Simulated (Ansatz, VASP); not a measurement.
# Cross-check of EuAg4Sb2 between VASP and Ansatz

Wanted: the spread between two codes on one cell, functional and k mesh. The cell is taken from a series of VASP runs on this material, whose earlier steps may have relaxed, scaled or displaced it; both programs get it as it stands.

Program: Ansatz 0.2.0. Level of theory: plane waves, with VASP 6.6.1 beside it; relaxation of cell and atoms at PBEsol, DFT+U. Results are calculated unless marked as measured.

### 1. The starting structure

The structure is trigonal, space group R-3m (No. 166). Conventional cell: a = 4.667 Å, b = 4.667 Å, c = 24.453 Å, α = 90.00°, β = 90.00°, γ = 120.00°. Eu has 6 Sb at 3.27 Å and 2 Ag at 3.50 Å nearest. Nearest to Ag lie 4 Sb at 2.80 to 3.16 Å and 9 Ag at 2.87 to 3.44 Å and 1 Eu at 3.50 Å. Ag has 3 Sb at 2.77 Å and 3 Ag at 2.87 Å nearest. Sb has 7 Ag at 2.77 to 3.16 Å and 3 Eu at 3.27 Å nearest. Farther neighbours are not listed.

### 2. VASP: relaxation of cell and atoms, PBEsol, DFT+U

The relaxed volume is the usual yardstick between codes: its relative difference is about their pressure difference at one cell divided by the bulk modulus.

Lines of VASP's logs that name or quote its potential files are left out, and so is its time.

File INCAR:

```
SYSTEM = EuAg4Sb2
PREC = Accurate
ENCUT = 450
EDIFF = 1E-06
NELM = 150
ISMEAR = 1
SIGMA = 0.2
LREAL = .FALSE.
ALGO = Normal
GGA = PS
NBANDS = 47
ISPIN = 2
MAGMOM = 7 0 0 0 0 0 0
LDAU = .TRUE.
LDAUTYPE = 2
LDAUL = 3 -1 -1
LDAUU = 7 0 0
LDAUJ = 0 0 0
LDAUPRINT = 1
LASPH = .TRUE.
LMAXMIX = 6
AMIX = 0.2
BMIX = 1E-04
AMIX_MAG = 0.8
BMIX_MAG = 1E-04
LORBIT = 11
LWAVE = .FALSE.
LCHARG = .FALSE.
KPAR = 4
IBRION = 2
NSW = 60
ISIF = 3
EDIFFG = -0.01
```

File POSCAR:

```
EuAg4Sb2
1.0
    2.3332787464      1.3471191123      8.1510520038
   -2.3332787464      1.3471191123      8.1510520038
    0.0000000000     -2.6942382246      8.1510520038
Eu Ag Sb
1 4 2
Direct
    0.0000000000      0.0000000000      0.0000000000
    0.1430778566      0.1430778566      0.1430778566
    0.8569221434      0.8569221434      0.8569221434
    0.4358117185      0.4358117185      0.4358117185
    0.5641882815      0.5641882815      0.5641882815
    0.2577397176      0.2577397176      0.2577397176
    0.7422602824      0.7422602824      0.7422602824
```

File KPOINTS:

```
Automatic mesh
0
Gamma
6 6 6
0 0 0
```

PAW data sets: Eu, Ag and Sb (PBE family, release 64).

The run is started by

```
$ mpirun -np 4 vasp_std
```

Numbers of over 12 decimals in the logs are rounded to 6 here.

The log of the run:

```text
[banner, memory and clock lines left out]
running    4 mpi-ranks, on    1 nodes
 distrk:  each k-point on    1 cores,    4 groups
 distr:  one band on    1 cores,    1 groups

 POSCAR found type information on POSCAR EuAgSb
 POSCAR found :  3 types and       7 ions
|                                                                             |
|               ----> ADVICE to this user running VASP <----                  |
|                                                                             |
|     You enforced a specific xc type in the INCAR file but a different       |
|     [... a line on the potential file left out ...]
|     I HOPE YOU KNOW WHAT YOU ARE DOING!                                     |
|                                                                             |

 LDA part: xc-table for (Slater+PW92), standard interpolation
 POSCAR, INCAR and KPOINTS ok, starting setup
 FFT: planning ... GRIDC
 FFT: planning ... GRID_SOFT
 FFT: planning ... GRID
 WAVECAR not read
 entering main loop
       N       E                     dE             d eps       ncg     rms          rms(c)
DAV:   1     0.456583020062E+03    0.45658E+03   -0.27495E+04  8998   0.434E+03
DAV:   2     0.199602566661E+02   -0.43662E+03   -0.40149E+03  9472   0.628E+02
DAV:   3    -0.278229438053E+02   -0.47783E+02   -0.46701E+02  9213   0.122E+02
DAV:   4    -0.314311179219E+02   -0.36082E+01   -0.35904E+01 11472   0.246E+01
DAV:   5    -0.316679993790E+02   -0.23688E+00   -0.23664E+00 10163   0.732E+00    0.359E+01
DAV:   6    -0.354642532434E+02   -0.37963E+01   -0.82061E+00 10191   0.660E+01    0.206E+01
DAV:   7    -0.355223013269E+02   -0.58048E-01   -0.35838E+00  8946   0.196E+01    0.125E+01
DAV:   8    -0.354780267298E+02    0.44275E-01   -0.50122E-01 10708   0.129E+01    0.929E+00
DAV:   9    -0.354799028373E+02   -0.18761E-02   -0.10107E-01 10529   0.310E+00    0.685E+00
DAV:  10    -0.354708243661E+02    0.90785E-02   -0.29633E-02 10291   0.310E+00    0.347E+00
DAV:  11    -0.354718287330E+02   -0.10044E-02   -0.42914E-03 10971   0.534E-01    0.207E+00
DAV:  12    -0.354697659468E+02    0.20628E-02   -0.76563E-03  9237   0.185E+00    0.531E-01
DAV:  13    -0.354695671839E+02    0.19876E-03   -0.18665E-03  9989   0.574E-01    0.801E-01
DAV:  14    -0.354696015353E+02   -0.34351E-04   -0.30612E-04  9996   0.906E-02    0.456E-01
DAV:  15    -0.354695990832E+02    0.24522E-05   -0.74655E-05 10551   0.166E-01    0.194E-01
DAV:  16    -0.354695975631E+02    0.15200E-05   -0.25467E-05  9641   0.517E-02    0.633E-02
DAV:  17    -0.354695962341E+02    0.13291E-05   -0.31881E-06  6283   0.185E-02    0.284E-02
DAV:  18    -0.354695955104E+02    0.72370E-06   -0.22607E-06  5617   0.229E-02
   1 F= -.35469596E+02 E0= -.35469729E+02  d E =-.354696E+02  mag=     7.0485
 curvature:   0.00 expect dE= 0.000E+00 dE for cont linesearch  0.000E+00
 trial: gam= 0.00000 g(F)=  0.129E-04 g(S)=  0.524E-05 ort = 0.000E+00 (trialstep = 0.100E+01)
 search vector abs. value=  0.181E-04
 reached required accuracy - stopping structural energy minimisation
```

Parts of OUTCAR (step 2):

```text
ion  position               nearest neighbor table
   1  0.000  0.000  0.000-   7 3.27   6 3.27   7 3.27   7 3.27   6 3.27   6 3.27   3 3.50   2 3.50

  LATTYP: Found a trigonal (rhomboedric) cell.
 ALAT       =     8.5847870317
 COS(alpha) =     0.8522579250

 Subroutine GETGRP returns: Found 12 space group operations
 (whereof 12 operations were pure point group operations)

The static configuration has the point symmetry D_3d.

 Found     32 irreducible k-points:

   k-points           NKPTS =     32   k-points in BZ     NKDIM =     32   number of bands    NBANDS=     47

   dimension x,y,z NGX =    60 NGY =   60 NGZ =   60
   dimension x,y,z NGXF=   120 NGYF=  120 NGZF=  120

   ENCUT  =  450.0 eV  33.07 Ry    5.75 a.u.  14.85 14.85 14.85*2*pi/ulx,y,z

   NELECT =      71.0000    total number of electrons

 k-points in reciprocal lattice and weights: Automatic mesh
   0.00000000  0.00000000  0.00000000       0.005
   0.16666667  0.00000000  0.00000000       0.028
   0.33333333  0.00000000  0.00000000       0.028
   0.50000000  0.00000000 -0.00000000       0.014
   0.16666667  0.16666667  0.00000000       0.028
   0.33333333  0.16666667  0.00000000       0.056
   0.50000000  0.16666667  0.00000000       0.056
  -0.33333333  0.16666667 -0.00000000       0.056
  -0.16666667  0.16666667  0.00000000       0.028
[...]
-0.33333333  0.50000000  0.33333333       0.028
   0.50000000  0.50000000  0.50000000       0.005

atom =   1  type =  1  l = 3

 onsite density matrix

spin component  1

  0.9755  0.0000 -0.0000  0.0017  0.0000 -0.0000  0.0000
  0.0000  0.9718 -0.0000  0.0000 -0.0015 -0.0000  0.0000
 -0.0000 -0.0000  0.9771  0.0000  0.0000 -0.0015  0.0000
  0.0017  0.0000  0.0000  0.9747  0.0000 -0.0000 -0.0000
  0.0000 -0.0015  0.0000  0.0000  0.9771 -0.0000 -0.0000
 -0.0000 -0.0000 -0.0015 -0.0000 -0.0000  0.9718 -0.0000
  0.0000  0.0000  0.0000 -0.0000 -0.0000 -0.0000  0.9776

spin component  2

  0.0009 -0.0000 -0.0000 -0.0007  0.0000  0.0000  0.0000
 -0.0000  0.0013  0.0000 -0.0000  0.0001 -0.0000 -0.0000
 -0.0000  0.0000  0.0007  0.0000 -0.0000  0.0001 -0.0000
 -0.0007 -0.0000  0.0000  0.0011  0.0000 -0.0000  0.0000
  0.0000  0.0001 -0.0000  0.0000  0.0007 -0.0000 -0.0000
  0.0000 -0.0000  0.0001 -0.0000 -0.0000  0.0013  0.0000
  0.0000 -0.0000 -0.0000  0.0000 -0.0000  0.0000  0.0005

 occupancies and eigenvectors

  o =  0.0003  v =  0.0000  0.0000  0.0000  0.0000  0.0000  0.0000  0.0000  0.7637  0.0000  0.0000  0.6455 -0.0000  0.0000  0.0000      0.0000  0.0000  0.0000  0.0000  0.0000  0.0000  0.0000  0.0000  0.0000  0.0000  0.0000  0.0000  0.0000  0.0000
  o =  0.0005  v =  0.0000  0.0000  0.0000  0.0000  0.0000  0.0000  0.0000  0.0000 -0.0000  0.0000 -0.0000  0.0000 -0.0000  1.0000      0.0000  0.0000  0.0000  0.0000  0.0000  0.0000  0.0000  0.0000  0.0000  0.0000  0.0000  0.0000  0.0000  0.0000
  o =  0.0007  v =  0.0000  0.0000  0.0000  0.0000  0.0000  0.0000  0.0000  0.0000 -0.0000  0.9834 -0.0000  0.0000 -0.1815 -0.0000      0.0000  0.0000  0.0000  0.0000  0.0000  0.0000  0.0000  0.0000  0.0000  0.0000  0.0000  0.0000  0.0000  0.0000
  o =  0.0007  v =  0.0000  0.0000  0.0000  0.0000  0.0000  0.0000  0.0000  0.0000 -0.1815 -0.0000  0.0000  0.9834  0.0000 -0.0000      0.0000  0.0000  0.0000  0.0000  0.0000  0.0000  0.0000  0.0000  0.0000  0.0000  0.0000  0.0000  0.0000  0.0000
  o =  0.0013  v =  0.0000  0.0000  0.0000  0.0000  0.0000  0.0000  0.0000 -0.0000  0.0000  0.1815  0.0000  0.0000  0.9834  0.0000      0.0000  0.0000  0.0000  0.0000  0.0000  0.0000  0.0000  0.0000  0.0000  0.0000  0.0000  0.0000  0.0000  0.0000
  o =  0.0013  v =  0.0000  0.0000  0.0000  0.0000  0.0000  0.0000  0.0000  0.0000  0.9834 -0.0000 -0.0000  0.1815 -0.0000 -0.0000      0.0000  0.0000  0.0000  0.0000  0.0000  0.0000  0.0000  0.0000  0.0000  0.0000  0.0000  0.0000  0.0000  0.0000
[...]
o =  0.9733  v =  0.6267 -0.0000  0.0000 -0.7792 -0.0000  0.0000 -0.0000  0.0000  0.0000  0.0000  0.0000  0.0000  0.0000  0.0000      0.0000  0.0000  0.0000  0.0000  0.0000  0.0000  0.0000  0.0000  0.0000  0.0000  0.0000  0.0000  0.0000  0.0000
  o =  0.9769  v =  0.7792  0.0000  0.0000  0.6267  0.0000 -0.0000  0.0000  0.0000  0.0000  0.0000  0.0000  0.0000  0.0000  0.0000      0.0000  0.0000  0.0000  0.0000  0.0000  0.0000  0.0000  0.0000  0.0000  0.0000  0.0000  0.0000  0.0000  0.0000
  o =  0.9775  v = -0.0000 -0.0000  0.9664 -0.0000  0.0000 -0.2572  0.0000  0.0000  0.0000  0.0000  0.0000  0.0000  0.0000  0.0000      0.0000  0.0000  0.0000  0.0000  0.0000  0.0000  0.0000  0.0000  0.0000  0.0000  0.0000  0.0000  0.0000  0.0000
  o =  0.9775  v = -0.0000  0.2572  0.0000 -0.0000 -0.9664 -0.0000 -0.0000  0.0000  0.0000  0.0000  0.0000  0.0000  0.0000  0.0000      0.0000  0.0000  0.0000  0.0000  0.0000  0.0000  0.0000  0.0000  0.0000  0.0000  0.0000  0.0000  0.0000  0.0000
  o =  0.9776  v =  0.0000  0.0000  0.0000 -0.0000 -0.0000 -0.0000  1.0000  0.0000  0.0000  0.0000  0.0000  0.0000  0.0000  0.0000      0.0000  0.0000  0.0000  0.0000  0.0000  0.0000  0.0000  0.0000  0.0000  0.0000  0.0000  0.0000  0.0000  0.0000

 average (electrostatic) potential at core
       1 -33.4644       2 -72.0412       3 -72.0412       4 -72.1940       5 -72.1940
       6 -85.0468       7 -85.0468

 E-fermi :   7.2961

 spin component 1
 k-point     1 :       0.0000    0.0000    0.0000
  band No.  band energies     occupation
    ...
     33       5.6301      1.00000
     34       5.6576      1.00000
     35       6.6368      1.00002
     36       6.6368      1.00002
     37       6.7941      1.00111
     38       7.4920     -0.02286
     39       8.0248     -0.00000
     40       8.0248     -0.00000
     41       8.5088     -0.00000
     42       8.5923     -0.00000
    ...

 k-point     2 :       0.1667    0.0000    0.0000
  band No.  band energies     occupation
    ...
     35       5.7375      1.00000
     36       6.1844      1.00000
     37       6.4425      1.00000
     38       7.1484      0.97264
     39       7.2126      0.82175
     40       8.2855     -0.00000
     41       8.4513     -0.00000
     42       8.8293     -0.00000
     43       9.8997     -0.00000
     44      10.0330     -0.00000
    ...

 k-point     3 :       0.3333    0.0000    0.0000
  band No.  band energies     occupation
    ...
     35       5.6344      1.00000
     36       5.7036      1.00000
     37       5.7037      1.00000
     38       6.0268      1.00000
     39       6.8674      1.00489
     40       8.0587     -0.00000
     41       8.8445     -0.00000
     42       9.1397     -0.00000
     43      10.1369     -0.00000
     44      10.2149     -0.00000
    ...

 k-point     4 :       0.5000    0.0000   -0.0000
  band No.  band energies     occupation
    ...
     35       5.6323      1.00000
     36       5.6454      1.00000
     37       5.6557      1.00000
     38       5.6835      1.00000
     39       6.7998      1.00125
     40       8.1190     -0.00000
     41       8.9101     -0.00000
     42       9.3417     -0.00000
     43       9.8433     -0.00000
     44      10.2279     -0.00000
    ...

 k-point     5 :       0.1667    0.1667    0.0000
  band No.  band energies     occupation
    ...
     34       5.6371      1.00000
     35       5.7700      1.00000
     36       6.0676      1.00000
     37       6.3682      1.00000
     38       7.0248      1.03323
     39       7.4177      0.07662
     40       8.2005     -0.00000
     41       8.6937     -0.00000
     42       9.0721     -0.00000
     43       9.7662     -0.00000
    ...

 k-point     6 :       0.3333    0.1667    0.0000
  band No.  band energies     occupation
    ...
     35       5.6475      1.00000
     36       5.7041      1.00000
     37       5.8495      1.00000
     38       6.0520      1.00000
     39       6.5498      1.00000
     40       8.2902     -0.00000
     41       9.1895     -0.00000
     42       9.4261     -0.00000
     43       9.8221     -0.00000
     44      10.1654     -0.00000
    ...

  Total        0.0016456      0.0016456      0.0274647      0.0000000      0.0000000      0.0000000
  in kB        0.0171518      0.0171518      0.2862515      0.0000000      0.0000000      0.0000000
  external PRESSURE =       0.1068517 kB  Pullay stress =       0.0000000 kB

  energy-cutoff  :      450.00
  volume of cell :      153.72
      direct lattice vectors                 reciprocal lattice vectors
     2.333278746  1.347119112  8.151052004     0.214290727  0.123720809  0.040894517
    -2.333278746  1.347119112  8.151052004    -0.214290727  0.123720809  0.040894517
     0.000000000 -2.694238225  8.151052004     0.000000000 -0.247441618  0.040894517

 POSITION                                       TOTAL-FORCE (eV/Angst)
 -----------------------------------------------------------------------------------
      0.00000      0.00000      0.00000         0.000000      0.000000     -0.000000
      0.00000      0.00000      3.49871         0.000000      0.000000     -0.009353
      0.00000      0.00000     20.95445         0.000000     -0.000000      0.009353
      0.00000      0.00000     10.65697         0.000000      0.000000      0.006763
      0.00000      0.00000     13.79618         0.000000     -0.000000     -0.006763
      0.00000      0.00000      6.30255         0.000000      0.000000     -0.000507
      0.00000      0.00000     18.15061         0.000000      0.000000      0.000507
 -----------------------------------------------------------------------------------
    total drift:                                0.000000      0.000000     -0.000000

  FREE ENERGIE OF THE ION-ELECTRON SYSTEM (eV)
  ---------------------------------------------------
  free  energy   TOTEN  =       -35.4695955104 eV

  energy  without entropy=      -35.4699948442  energy(sigma->0) =      -35.46972862

 reached required accuracy - stopping structural energy minimisation

 total charge
# of ion       s       p       d       f       tot
--------------------------------------------------
    1        2.025   5.736   0.301   6.824  14.886
    2        0.372   0.308   9.176   0.000   9.856
    3        0.372   0.308   9.176   0.000   9.856
    4        0.409   0.338   9.153   0.000   9.900
    5        0.409   0.338   9.153   0.000   9.900
    6        1.128   1.306   0.036   0.000   2.469
    7        1.128   1.306   0.036   0.000   2.469
--------------------------------------------------
tot          5.843   9.639  37.030   6.824  59.336

 magnetization (x)
# of ion       s       p       d       f       tot
--------------------------------------------------
    1       -0.012  -0.103   0.059   6.812   6.756
    2        0.000  -0.000  -0.003   0.000  -0.002
    3        0.000  -0.000  -0.003   0.000  -0.002
    4       -0.004   0.000  -0.002   0.000  -0.006
    5       -0.004   0.000  -0.002   0.000  -0.006
    6       -0.005  -0.014   0.001   0.000  -0.018
    7       -0.005  -0.014   0.001   0.000  -0.018
--------------------------------------------------
tot         -0.029  -0.131   0.052   6.812   6.704

[... 6 further parts left out ...]
```

CONTCAR:

```
EuAg4Sb2
   1.00000000000000
     2.3332787464000000    1.3471191122999999    8.1510520038000003
    -2.3332787464000000    1.3471191122999999    8.1510520038000003
     0.0000000000000000   -2.6942382245999998    8.1510520038000003
  Eu              Ag              Sb
     1     4     2
Direct
     0.0000000000000000    0.0000000000000000    0.0000000000000000
     0.1430778566000015    0.1430778566000015    0.1430778566000015
     0.8569221433999985    0.8569221433999985    0.8569221433999985
     0.4358117184999983    0.4358117184999983    0.4358117184999983
     0.5641882815000017    0.5641882815000017    0.5641882815000017
     0.2577397176000034    0.2577397176000034    0.2577397176000034
     0.7422602823999966    0.7422602823999966    0.7422602823999966
```

The cell holds one magnetic atom, so no antiferromagnetic order fits into it. Experiment finds antiferromagnetic order in this phase (below 10.5 K, arxiv:2406.18252), so this ferromagnetic run describes another state. The run keeps the 12 symmetry operations of its start, so it cannot find a distortion of lower symmetry.

(Part 1 of 2 ends here.)

[Lines on the potential files, build, host, timing and source positions are cut from VASP's logs without a mark.]

[Logs are printed without paths, hosts, clocks, repeated set-up lines and the standing remarks that a program may print on its own settings, such as how far it seeks lower states.]

[Hosts, paths, dates, database ids (printed as entryN), source tags and the programs' standing remarks are cut or masked in the printed files.]
